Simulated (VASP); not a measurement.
Computed with PBE GGA, VASP's PBE PAW potentials (set 64) (plane waves; VASP).

A VASP calculation is set up with these files.

### POSCAR
```
Ir
1.0
  0.0000000000   1.9200000000   1.9200000000
  1.9200000000   0.0000000000   1.9200000000
  1.9200000000   1.9200000000   0.0000000000
Ir
1
Cart
  0.0000000000   0.0000000000   0.0000000000
```

### INCAR
```
SYSTEM=Ir
PREC=Accurate; ENCUT=400; LREAL=.FALSE.
LASPH=.TRUE.
EDIFF=1E-6; NELM=100; ALGO=Normal
LMAXMIX=6
ISMEAR=1; SIGMA=0.1
GGA=PE
IBRION=2; NSW=60; ISIF=3
EDIFFG=-0.01
LWAVE=.FALSE.; LCHARG=.FALSE.
```

KPOINTS:
```
Regular mesh
0
gamma
15 15 15
```

POTCAR, in this order: Ir (PBE.64 set). Program: vasp_std.

The resulting files:

File OUTCAR:
```
 ion  position               nearest neighbor table
   1  0.000  0.000  0.000-
  LATTYP: Found a face centered cubic cell.
 ALAT       =     3.8400000000
 Subroutine PRICEL returns:
 Original cell was already a primitive cell.
 Subroutine GETGRP returns: Found 48 space group operations
The static configuration has the point symmetry O_h .
The dynamic configuration has the point symmetry O_h .
 Subroutine INISYM returns: Found 48 space group operations
 Subroutine IBZKPT returns following result:
 Found    120 irreducible k-points:

 Following reciprocal coordinates:
            Coordinates               Weight
  0.000000  0.000000  0.000000      1.000000
  0.066667  0.000000  0.000000      8.000000
  0.133333  0.000000  0.000000      8.000000
  0.200000  0.000000  0.000000      8.000000
  0.266667  0.000000  0.000000      8.000000
  0.333333  0.000000  0.000000      8.000000
  0.400000  0.000000  0.000000      8.000000
  0.466667  0.000000  0.000000      8.000000
  0.066667  0.066667  0.000000      6.000000
  0.133333  0.066667  0.000000     24.000000
...
```

**OSZICAR**
```
       N       E                     dE             d eps       ncg     rms          rms(c)
DAV:   1     0.310449196305E+02    0.31045E+02   -0.38087E+03  2080   0.814E+02
DAV:   2    -0.890369461893E+01   -0.39949E+02   -0.37747E+02  1928   0.180E+02
DAV:   3    -0.939764917828E+01   -0.49395E+00   -0.49343E+00  2752   0.268E+01
DAV:   4    -0.940069013116E+01   -0.30410E-02   -0.30408E-02  2552   0.152E+00
DAV:   5    -0.940070122230E+01   -0.11091E-04   -0.11091E-04  2784   0.595E-02    0.152E+01
DAV:   6    -0.894015479467E+01    0.46055E+00   -0.94865E-01  2216   0.135E+01    0.629E+00
DAV:   7    -0.885097725525E+01    0.89178E-01   -0.31874E-01  2488   0.731E+00    0.153E+00
DAV:   8    -0.884592042642E+01    0.50568E-02   -0.18950E-03  2104   0.670E-01    0.667E-01
DAV:   9    -0.884455318567E+01    0.13672E-02   -0.11214E-03  2472   0.547E-01    0.115E-02
DAV:  10    -0.884455939071E+01   -0.62050E-05   -0.46862E-06  2616   0.221E-02    0.746E-03
DAV:  11    -0.884455980987E+01   -0.41916E-06   -0.25344E-07  1648   0.546E-03
   1 F= -.88445598E+01 E0= -.88444405E+01  d E =-.884456E+01
       N       E                     dE             d eps       ncg     rms          rms(c)
DAV:   1    -0.947781222509E+01   -0.63325E+00   -0.26724E+01  2048   0.823E+01    0.555E+00
DAV:   2    -0.878381529776E+01    0.69400E+00   -0.21674E+00  2072   0.190E+01    0.345E+00
DAV:   3    -0.873268670752E+01    0.51129E-01   -0.21994E-01  2440   0.542E+00    0.197E+00
DAV:   4    -0.873235201691E+01    0.33469E-03   -0.52038E-03  2416   0.479E-01    0.567E-01
DAV:   5    -0.873264199149E+01   -0.28997E-03   -0.66798E-04  2664   0.217E-01    0.528E-02
DAV:   6    -0.873267968244E+01   -0.37691E-04   -0.19281E-05  2504   0.294E-02    0.284E-03
DAV:   7    -0.873267958187E+01    0.10057E-06   -0.22176E-07  1488   0.606E-03
   2 F= -.87326796E+01 E0= -.87325288E+01  d E =0.111880E+00
       N       E                     dE             d eps       ncg     rms          rms(c)
DAV:   1    -0.929495332234E+01   -0.56227E+00   -0.16418E+01  2032   0.648E+01    0.660E+00
DAV:   2    -0.889768443263E+01    0.39727E+00   -0.10034E+00  2072   0.137E+01    0.137E+00
DAV:   3    -0.885406924481E+01    0.43615E-01   -0.19853E-01  2264   0.556E+00    0.553E-01
DAV:   4    -0.885428484467E+01   -0.21560E-03   -0.15892E-03  2520   0.401E-01    0.276E-01
DAV:   5    -0.885464695865E+01   -0.36211E-03   -0.11308E-03  2568   0.262E-01    0.201E-02
DAV:   6    -0.885467311758E+01   -0.26159E-04   -0.18605E-05  2480   0.346E-02    0.480E-03
DAV:   7    -0.885467359682E+01   -0.47924E-06   -0.46584E-07  1800   0.544E-03
   3 F= -.88546736E+01 E0= -.88545543E+01  d E =-.101138E-01
       N       E                     dE             d eps       ncg     rms          rms(c)
DAV:   1    -0.885473534818E+01   -0.62231E-04   -0.17390E-03  2072   0.676E-01    0.593E-02
DAV:   2    -0.885469513828E+01    0.40210E-04   -0.10710E-04  2144   0.140E-01    0.210E-02
DAV:   3    -0.885469132337E+01    0.38149E-05   -0.20562E-05  2320   0.563E-02    0.756E-03
DAV:   4    -0.885469176516E+01   -0.44178E-06   -0.44344E-07  1040   0.710E-03
   4 F= -.88546918E+01 E0= -.88545726E+01  d E =-.101320E-01
```

### OUTCAR
```
------------------------ aborting loop because EDIFF is reached ----------------------------------------
  FORCE on cell =-STRESS in cart. coord.  units (eV):
  Direction    XX          YY          ZZ          XY          YZ          ZX
  --------------------------------------------------------------------------------------
  Total       -0.0033367     -0.0033367     -0.0033367      0.0000000      0.0000000      0.0000000
  in kB       -0.3683081     -0.3683081     -0.3683081      0.0000000      0.0000000      0.0000000
  external PRESSURE =      -0.3683081 kB  Pullay stress =       0.0000000 kB
  volume of cell :       14.52
      direct lattice vectors                 reciprocal lattice vectors
    -0.000000000  1.936113171  1.936113171    -0.258249367  0.258249367  0.258249367
     1.936113171 -0.000000000  1.936113171     0.258249367 -0.258249367  0.258249367
     1.936113171  1.936113171  0.000000000     0.258249367  0.258249367 -0.258249367
 POSITION                                       TOTAL-FORCE (eV/Angst)
 -----------------------------------------------------------------------------------
      0.00000      0.00000      0.00000         0.000000     -0.000000     -0.000000
 -----------------------------------------------------------------------------------
    total drift:                                0.000000     -0.000000      0.000000
  FREE ENERGIE OF THE ION-ELECTRON SYSTEM (eV)
  ---------------------------------------------------
  free  energy   TOTEN  =        -8.8546917652 eV

  energy  without entropy=       -8.8543341519  energy(sigma->0) =       -8.85457256

 reached required accuracy - stopping structural energy minimisation
```
(Selected blocks of OUTCAR.)

**CONTCAR**
```
Ir
   1.00000000000000
    -0.0000000000000000    1.9361131712760367    1.9361131712760367
     1.9361131712760367   -0.0000000000000000    1.9361131712760367
     1.9361131712760367    1.9361131712760367    0.0000000000000000
  Ir
     1
Direct
     0.0000000000000000    0.0000000000000000    0.0000000000000000
```

Energy and stress use the plane-wave basis of the starting cell.

The compound is Ir in the fcc structure. This run relaxes it. Symmetry was kept, so distortions that lower it aren't found.
